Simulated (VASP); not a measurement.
Set up this calculation in VASP 6.6.1, as the native input.

```
Task                   : single point
Functional             : PBE
Potentials or basis    : VASP PAW PBE potentials, release 64 (Y_sv, Pd, F)
Cutoff                 : 520 eV
k mesh                 : 8 × 8 × 6
Occupations            : fermi-dirac, width 0.05 eV
Spin                   : no spin polarisation
Further INCAR settings : ALGO = Normal; EDIFF = 1e-07; NBANDS = 21
```

The structure of YPdF lies in POSCAR:

```
YPdF
1.0
    3.8516678000      0.0000000000      0.0000000000
   -1.9258339000      3.3356421700      0.0000000000
    0.0000000000      0.0000000000      4.3642671200
Y Pd F
1 1 1
Direct
    0.0000000000      0.0000000000      0.0000000000
    0.6666666700      0.3333333300      0.5000000000
    0.3333333300      0.6666666700      0.5000000000
```

The cell was built by a generator and needn't be a form met in nature.

These files were run (other wordings do the same):

INCAR

```
SYSTEM = YPdF
PREC     = Accurate       ! precision mode
ENCUT    = 520            ! plane-wave cutoff, eV
EDIFF    = 1E-7           ! SCF threshold, eV
ISMEAR   = -1             ! smearing method
SIGMA    = 0.05           ! smearing width, eV
LREAL    = .False.        ! projectors in reciprocal space
LASPH    = .True.         ! aspherical terms in the spheres
NELM     = 100            ! most SCF steps
ALGO     = Normal         ! electronic algorithm
ISIF     = 2              ! what is computed and relaxed
LWAVE    = .False.        ! write WAVECAR
LCHARG   = .True.         ! write CHGCAR
GGA      = PE             ! functional
LELF     = .True.         ! ELF
LVHAR    = .True.       
NBANDS   = 21             ! bands
```

KPOINTS

```
Automatic mesh
0
Gamma
  8 8 6
  0 0 0
```

Potentials or basis: VASP PAW PBE potentials, release 64 (Y_sv, Pd, F).

Launch:

```bash
$ cat potpaw_PBE.64/Y_sv/POTCAR potpaw_PBE.64/Pd/POTCAR potpaw_PBE.64/F/POTCAR > POTCAR
$ mpirun -np 1 vasp_std > vasp.out
```

Results of the run:

| Item | Value |
| --- | --- |
| Pressure | 2.6 GPa |
| Band gap on the k mesh | none (metal or under the smearing width) |

It took 65 s on 1 thread of AMD EPYC 7R13 Processor (Zen 3) (shared host), peak memory 0.19 GiB.
